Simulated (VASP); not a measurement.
# A VASP study of AgRu (r2SCAN): structure first, properties next

Aim: relax AgRu, then compute properties on the relaxed cell. The steps: rough relaxation of the start cell, full relaxation (r2SCAN), density, ELF and potential (r2SCAN), bands along the symmetry lines (r2SCAN), density of states (r2SCAN), independent-particle dielectric function (r2SCAN) and bands along the symmetry lines (r2SCAN + SOC). The cell is invented: it takes the structure of a Materials Project entry for AgPd (space group 166 there), with some of its atoms replaced by other elements, volume scaled by an estimate. It may not be a known or stable phase.

Calculated with VASP 6.6.1; r2SCAN; plane waves and PAW (Ag, Ru_pv), in the first sound run; inputs show where later runs differ.

## Step 1: The starting structure

Before any relaxation, the start is as follows. Symmetry: R-3m, No. 166, trigonal system. The conventional cell has a = 2.786 Å, b = 2.786 Å, c = 13.716 Å, α = 90.00°, β = 90.00°, γ = 120.00°. Nearest to Ag lie 6 Ag at 2.79 Å and 6 Ru at 2.80 Å. Ru has 6 Ru at 2.79 Å and 6 Ag at 2.80 Å nearest. It derives from AgPd. it takes the structure of a Materials Project entry for AgPd (space group 166 there), with some of its atoms replaced by other elements, volume scaled by an estimate. Farther neighbours are not listed.

## Step 2: Rough relaxation of the start cell

The start is only an estimate, so a cheap relaxation brings it near a minimum before any careful run. r2SCAN adds the kinetic-energy density, costs more than a GGA and is run with LASPH.

File INCAR:

```
SYSTEM = AgRu
PREC = Normal
ENCUT = 400
EDIFF = 1E-05
NELM = 60
ISMEAR = 1
SIGMA = 0.2
LREAL = .FALSE.
ALGO = Normal
METAGGA = R2SCAN
LASPH = .TRUE.
NBANDS = 18
LORBIT = 11
LWAVE = .FALSE.
LCHARG = .FALSE.
IBRION = 2
NSW = 40
ISIF = 3
EDIFFG = -0.04
```

File POSCAR:

```
AgRu
1.0
    1.3929580000      0.8042250000      4.5720420000
   -1.3929580000      0.8042250000      4.5720420000
    0.0000000000     -1.6084490000      4.5720420000
Ag Ru
1 1
Direct
    0.0000000000      0.0000000000      0.0000000000
    0.5000000000      0.5000000000      0.5000000000
```

File KPOINTS:

```
Automatic mesh
0
Gamma
7 7 7
0 0 0
```

PAW data sets: Ag and Ru_pv (PBE family, release 64).

On the command line:

```bash
> mpirun -np 1 vasp_std
```

Output:

```text
[banner, memory and clock lines left out]
running    1 mpi-ranks, on    1 nodes
 distrk:  each k-point on    1 cores,    1 groups
 distr:  one band on    1 cores,    1 groups

 POSCAR found type information on POSCAR AgRu
 POSCAR found :  2 types and       2 ions
|                                                                             |
|               ----> ADVICE to this user running VASP <----                  |
|                                                                             |
|     You enforced a specific xc type in the INCAR file but a different       |
|     [... a line on the potential file left out ...]
|     I HOPE YOU KNOW WHAT YOU ARE DOING!                                     |
|                                                                             |

 LDA part: xc-table for (None), standard interpolation
 POSCAR, INCAR and KPOINTS ok, starting setup
 FFT: planning ... GRIDC
 FFT: planning ... GRID_SOFT
 FFT: planning ... GRID
 WAVECAR not read
 entering main loop
       N       E                     dE             d eps       ncg     rms          rms(c)
DAV:   1     0.127906050723E+03    0.12791E+03   -0.12965E+04  1672   0.117E+03
DAV:   2    -0.515606982500E+02   -0.17947E+03   -0.17600E+03  1646   0.344E+02
DAV:   3    -0.544053435993E+02   -0.28446E+01   -0.28244E+01  1854   0.490E+01
DAV:   4    -0.544271053337E+02   -0.21762E-01   -0.21714E-01  2084   0.391E+00
DAV:   5    -0.544273842089E+02   -0.27888E-03   -0.27637E-03  1914   0.363E-01    0.142E+01
DAV:   6    -0.456350563558E+02    0.87923E+01   -0.13358E+01  1712   0.410E+01    0.819E+00
DAV:   7    -0.455765524227E+02    0.58504E-01   -0.84757E-01  1710   0.109E+01    0.298E+00
DAV:   8    -0.455685917543E+02    0.79607E-02   -0.96957E-02  1752   0.277E+00    0.183E+00
DAV:   9    -0.455676185602E+02    0.97319E-03   -0.21840E-02  1702   0.167E+00    0.252E-01
DAV:  10    -0.455675228194E+02    0.95741E-04   -0.41696E-03  1760   0.757E-01    0.623E-02
DAV:  11    -0.455675863953E+02   -0.63576E-04   -0.51642E-04  1728   0.210E-01    0.414E-02
DAV:  12    -0.455675675504E+02    0.18845E-04   -0.10337E-04  1746   0.941E-02    0.764E-03
DAV:  13    -0.455675675961E+02   -0.45723E-07   -0.49160E-06   890   0.195E-02
   1 F= -.45567568E+02 E0= -.45567027E+02  d E =-.455676E+02
 curvature:   0.00 expect dE= 0.000E+00 dE for cont linesearch  0.000E+00
 trial: gam= 0.00000 g(F)=  0.159E-61 g(S)=  0.104E+00 ort = 0.000E+00 (trialstep = 0.100E+01)
 search vector abs. value=  0.104E+00
 bond charge predicted
       N       E                     dE             d eps       ncg     rms          rms(c)
DAV:   1    -0.468679457447E+02   -0.13004E+01   -0.34083E+01  1620   0.535E+01    0.845E+00
DAV:   2    -0.456216654511E+02    0.12463E+01   -0.34194E+00  1680   0.160E+01    0.206E+00
DAV:   3    -0.455936608103E+02    0.28005E-01   -0.15889E-01  1768   0.338E+00    0.138E+00
DAV:   4    -0.455924074964E+02    0.12533E-02   -0.38057E-02  1678   0.192E+00    0.658E-01
DAV:   5    -0.455915431522E+02    0.86434E-03   -0.88528E-03  1752   0.101E+00    0.271E-01
DAV:   6    -0.455920624005E+02   -0.51925E-03   -0.12923E-03  1782   0.289E-01    0.132E-01
DAV:   7    -0.455921203826E+02   -0.57982E-04   -0.86514E-05  1750   0.774E-02    0.252E-02
DAV:   8    -0.455921221259E+02   -0.17433E-05   -0.18504E-05  1126   0.414E-02
   2 F= -.45592122E+02 E0= -.45590686E+02  d E =-.245545E-01
[...]
3 F= -.45603196E+02 E0= -.45601964E+02  d E =-.356281E-01
[...]
4 F= -.45610708E+02 E0= -.45609050E+02  d E =-.751202E-02
 trial-energy change:   -0.007512  1 .order   -0.008355   -0.032058    0.015347
 step:   0.6071(harm=  0.6297)  dis= 0.00000  next Energy=   -45.613413 (dE=-0.102E-01)
 bond charge predicted
       N       E                     dE             d eps       ncg     rms          rms(c)
DAV:   1    -0.456744436434E+02   -0.63737E-01   -0.15507E+00  1626   0.112E+01    0.166E+00
DAV:   2    -0.456177729919E+02    0.56671E-01   -0.25644E-01  1752   0.395E+00    0.526E-01
DAV:   3    -0.456142982043E+02    0.34748E-02   -0.36035E-02  1654   0.206E+00    0.405E-01
DAV:   4    -0.456133106030E+02    0.98760E-03   -0.46388E-03  1668   0.624E-01    0.162E-01
DAV:   5    -0.456133308612E+02   -0.20258E-04   -0.53835E-04  1706   0.171E-01    0.687E-02
DAV:   6    -0.456133588949E+02   -0.28034E-04   -0.78689E-05  1874   0.727E-02    0.293E-02
DAV:   7    -0.456133603560E+02   -0.14611E-05   -0.58214E-06   896   0.187E-02
   5 F= -.45613360E+02 E0= -.45611817E+02  d E =-.101646E-01
 curvature:  -0.41 expect dE=-0.420E-05 dE for cont linesearch -0.698E-07
 trial: gam= 0.00660 g(F)=  0.540E-58 g(S)=  0.102E-04 ort = 0.876E-04 (trialstep = 0.866E+00)
 search vector abs. value=  0.133E-04
 reached required accuracy - stopping structural energy minimisation
```

Elapsed: 77 s, on 1 MPI rank of Intel Xeon 6975P-C (Granite Rapids), shared host; peak memory 0.15 GiB.

The logs omit lines about the potential files and the build; timing stands in the text.

From OUTCAR (step 2):

```text
ion  position               nearest neighbor table
   1  0.000  0.000  0.000-   2 2.80   2 2.80   2 2.80   2 2.80   2 2.80   2 2.80
   2  0.500  0.500  0.500-   1 2.80   1 2.80   1 2.80   1 2.80   1 2.80   1 2.80

  LATTYP: Found a trigonal (rhomboedric) cell.
 ALAT       =     4.8467182598
 COS(alpha) =     0.8347998272

 Subroutine GETGRP returns: Found 12 space group operations
 (whereof 12 operations were pure point group operations)

The static configuration has the point symmetry D_3d.

 Found     44 irreducible k-points:

   k-points           NKPTS =     44   k-points in BZ     NKDIM =     44   number of bands    NBANDS=     18

   dimension x,y,z NGX =    24 NGY =   24 NGZ =   24
   dimension x,y,z NGXF=    48 NGYF=   48 NGZF=   48

   ENCUT  =  400.0 eV  29.40 Ry    5.42 a.u.   7.90  7.90  7.90*2*pi/ulx,y,z

   NELECT =      25.0000    total number of electrons

 k-points in reciprocal lattice and weights: Automatic mesh
   0.00000000  0.00000000  0.00000000       0.003
   0.14285714  0.00000000 -0.00000000       0.017
   0.28571429  0.00000000 -0.00000000       0.017
   0.42857143  0.00000000  0.00000000       0.017
   0.14285714  0.14285714 -0.00000000       0.017
   0.28571429  0.14285714 -0.00000000       0.035
   0.42857143  0.14285714  0.00000000       0.035
  -0.42857143  0.14285714 -0.00000000       0.035
  -0.28571429  0.14285714  0.00000000       0.035
[...]
0.42857143  0.42857143  0.42857143       0.006
  -0.42857143  0.42857143  0.42857143       0.017

 average (electrostatic) potential at core
       1 -74.0293       2 -74.4272

 E-fermi :  10.2686

 k-point     1 :       0.0000    0.0000    0.0000
  band No.  band energies     occupation
    ...
      9       6.2914      2.00000
     10       6.3312      2.00000
     11       8.5489      2.00000
     12       8.5489      2.00000
     13       9.9995      2.06710
     14      10.8819     -0.00013
     15      10.8819     -0.00013
     16      16.4352      0.00000
     17      19.1675      0.00000
     18      26.3261      0.00000

 k-point     2 :       0.1429    0.0000   -0.0000
  band No.  band energies     occupation
    ...
      9       6.2688      2.00000
     10       6.6920      2.00000
     11       8.0913      2.00000
     12       8.7533      2.00000
     13       9.0779      2.00000
     14      10.6901     -0.01114
     15      12.8320     -0.00000
     16      16.6164      0.00000
     17      19.1673      0.00000
     18      26.6221      0.00000

 k-point     3 :       0.2857    0.0000   -0.0000
  band No.  band energies     occupation
    ...
      9       6.4212      2.00000
     10       6.4861      2.00000
     11       7.5828      2.00000
     12       8.9490      2.00000
     13      10.2560      1.10703
     14      10.5035     -0.07008
     15      14.8371      0.00000
     16      18.0194      0.00000
     17      19.1673      0.00000
     18      22.0997      0.00000

  Total       -0.0145362     -0.0145362      0.0010510     -0.0000000      0.0000000      0.0000000
  in kB       -0.7661675     -0.7661675      0.0553945     -0.0000000      0.0000000      0.0000000
  external PRESSURE =      -0.4923135 kB  Pullay stress =       0.0000000 kB

  energy-cutoff  :      400.00
  volume of cell :       30.40
      direct lattice vectors                 reciprocal lattice vectors
     1.362204312  0.786469354  4.728928760     0.367052134  0.211917651  0.070488112
    -1.362204312  0.786469354  4.728928760    -0.367052134  0.211917651  0.070488112
    -0.000000000 -1.572937697  4.728928754     0.000000000 -0.423835302  0.070488158

 POSITION                                       TOTAL-FORCE (eV/Angst)
 -----------------------------------------------------------------------------------
     -0.00000     -0.00000      0.00000        -0.000000      0.000000     -0.000000
     -0.00000      0.00000      7.09339         0.000000      0.000000      0.000000
 -----------------------------------------------------------------------------------
    total drift:                               -0.000000      0.000000      0.000000

  FREE ENERGIE OF THE ION-ELECTRON SYSTEM (eV)
  ---------------------------------------------------
  free  energy   TOTEN  =       -45.6133603560 eV

  energy  without entropy=      -45.6087291853  energy(sigma->0) =      -45.61181663

 reached required accuracy - stopping structural energy minimisation

 total charge
# of ion       s       p       d       tot
------------------------------------------
    1        0.484   0.433   9.150  10.066
    2        0.363   6.207   5.930  12.500
--------------------------------------------------
tot          0.847   6.640  15.079  22.566

[... 3 further parts left out ...]
```

CONTCAR:

```
AgRu
   1.00000000000000
     1.3622043117030400    0.7864693544099219    4.7289287603983166
    -1.3622043117030400    0.7864693544099219    4.7289287603983166
    -0.0000000000000000   -1.5729376968586666    4.7289287544803287
  Ag              Ru
     1     1
Direct
     0.0000000000000000    0.0000000000000000    0.0000000000000000
     0.5000000000000000    0.5000000000000000    0.5000000000000000
```

This run has no spin polarisation. Its electron count is odd, so without a moment it is a metal by construction. The k-mesh is coarse for a metal. This relaxation is a rough one on cheap settings, only to bring the start near its minimum. The PAW data sets were made with PBE, which is usual practice but a small mismatch for other functionals. The run keeps the 12 symmetry operations of its start, so it cannot find a distortion of lower symmetry.

Step by step:

| step | energy less that of the first step (eV) | largest force (eV/Å) | pressure (GPa) | volume (Å³) |
| --- | --- | --- | --- | --- |
| 1 | 0.0000 | 0.0000 | -3.07 | 30.73 |
| 2 | -0.0246 | 0.0000 | 7.25 | 29.41 |
| 3 | -0.0356 | 0.0000 | 3.17 | 29.87 |
| 4 | -0.0431 | 0.0000 | -1.51 | 30.68 |
| 5 | -0.0458 | 0.0000 | -0.05 | 30.40 |

| conventional cell, symmetrised | before | after | change |
| --- | --- | --- | --- |
| a (Å) | 2.786 | 2.724 | -2.2 % |
| b (Å) | 2.786 | 2.724 | -2.2 % |
| c (Å) | 13.716 | 14.187 | +3.4 % |
| volume (Å³/atom) | 15.37 | 15.20 | -1.1 % |

Final coordinates:

```
Ag Ru
1.0
     1.36220    0.78647    4.72893
    -1.36220    0.78647    4.72893
     0.00000   -1.57294    4.72893
Ag Ru
1 1
Direct
  0.00000 0.00000 0.00000
  0.50000 0.50000 0.50000
```

Numbers from this step:

```yaml
electrons: 25
bands: 18
irreducible_k_points: 44
symmetry_operations: 12
free_energy_toten: -45.61 eV
energy_at_zero_smearing: -45.61 eV
fermi_energy: 10.27 eV
pressure: -0.04923 GPa
metallic: yes
scf_cycles_over_all_ionic_steps: 44
```

It ends with forces that vanish by symmetry and a pressure of -0.05 GPa.

(Continued in part 2 of 4.)

[Lines on the potential files, build, host, timing and source positions are cut from VASP's logs without a mark.]

[Logs are printed without paths, hosts, clocks, repeated set-up lines and the standing remarks that a program may print on its own settings, such as how far it seeks lower states.]

[Hosts, paths, dates, database ids (printed as entryN), source tags and the programs' standing remarks are cut or masked in the printed files.]

[A measured line is paired with the nearest computed mode of its activity, which favours agreement.]
